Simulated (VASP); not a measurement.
These are PBEsol GGA, VASP's PBE PAW potentials (set 64) (plane waves; VASP) values and carry that method's errors.

VASP input:

KPOINTS:
```
Automatic mesh
0
Gamma
11 11 6
0 0 0
```

POSCAR:
```
Er
1.0
  1.7800000000  -3.0830500000   0.0000000000
  1.7800000000   3.0830500000   0.0000000000
  0.0000000000   0.0000000000   5.5900000000
Er
2
Cartesian
  1.7800000000   1.0276853887   1.3975000000
  1.7800000000  -1.0276853887   4.1925000000
```

**INCAR**
```
ISMEAR = 1   # Methfessel-Paxton
NSW = 60   # most ionic steps
ENCUT = 520
EDIFF = 1E-6   # SCF stop (eV)
ALGO = Normal
LASPH = T   # aspherical one-centre terms
IBRION = 2   # conjugate gradients
SIGMA = 0.1   # width (eV)
SYSTEM = Er
GGA = PS
NELM = 100   # most electronic steps
LWAVE = F
PREC = Accurate
LMAXMIX = 6   # l cut-off of mixed one-centre charges
LREAL = F   # projection in real space or not
EDIFFG = -0.01   # ionic stop
ISIF = 3   # ions, shape and volume
LCHARG = F
```

POTCAR, in this order: Er_3 (PBE.64 set). Program: vasp_std.

**Question.** What will the output report for the number of irreducible k-points (NKPTS), largest plane-wave count, number of space-group operations, FFT grid (NGX, NGY, NGZ)?

**Answer.** 
```
Property                                       Value
--------------------------------------  ------------
number of irreducible k-points (NKPTS)            64
largest plane-wave count                        1683
number of space-group operations                  24
FFT grid (NGX, NGY, NGZ)                28 × 28 × 42
```

The compound is Er in the hcp structure. This run relaxes it. Symmetry was kept, so distortions that lower it aren't found. The 4f electrons are frozen in the core of the lanthanide potential, so 4f levels, which can set the real gap, and their magnetism are missing.
